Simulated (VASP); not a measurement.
```yaml
crystal:
  lattice:
    - [-1.62572, 1.62572, 1.62572]
    - [1.62572, -1.62572, 1.62572]
    - [1.62572, 1.62572, -1.62572]
  atoms:
    - { symbol: Ti, position: [0.00000, 0.00000, 0.00000] }
```

These are r2SCAN meta-GGA with spin-orbit coupling, VASP's PBE PAW potentials (set 64) (plane waves; VASP) values and carry that method's errors. Settings: 400 eV cut-off, 14×14×14 Γ-centred mesh, Gaussian smearing of 0.050 eV, potentials Ti_sv.

Problem. Give the energies of bands 9 to 19 at the high-symmetry points, in eV from the Fermi level.

Solution. 
```json
[
 {"band": "9", "Γ": "-6.33", "H": "-2.31", "N": "-2.60", "P": "-0.69"},
 {"band": "10", "Γ": "-6.33", "H": "-2.31", "N": "-2.60", "P": "-0.69"},
 {"band": "11", "Γ": "1.15", "H": "-2.31", "N": "-0.34", "P": "-0.66"},
 {"band": "12", "Γ": "1.15", "H": "-2.31", "N": "-0.34", "P": "-0.66"},
 {"band": "13", "Γ": "1.15", "H": "4.17", "N": "1.00", "P": "-0.66"},
 {"band": "14", "Γ": "1.15", "H": "4.17", "N": "1.00", "P": "-0.66"},
 {"band": "15", "Γ": "1.18", "H": "4.17", "N": "2.97", "P": "3.38"},
 {"band": "16", "Γ": "1.18", "H": "4.17", "N": "2.97", "P": "3.38"},
 {"band": "17", "Γ": "2.95", "H": "4.20", "N": "3.32", "P": "3.38"},
 {"band": "18", "Γ": "2.95", "H": "4.20", "N": "3.32", "P": "3.38"},
 {"band": "19", "Γ": "2.95", "H": "8.75", "N": "4.54", "P": "9.43"}
]
```

It has no gap at this level: it comes out as a metal or semimetal.

The structure comes from a computed database's Ti entry (Im-3m); how it stands against other phases isn't given here. The cell was not relaxed at this level.
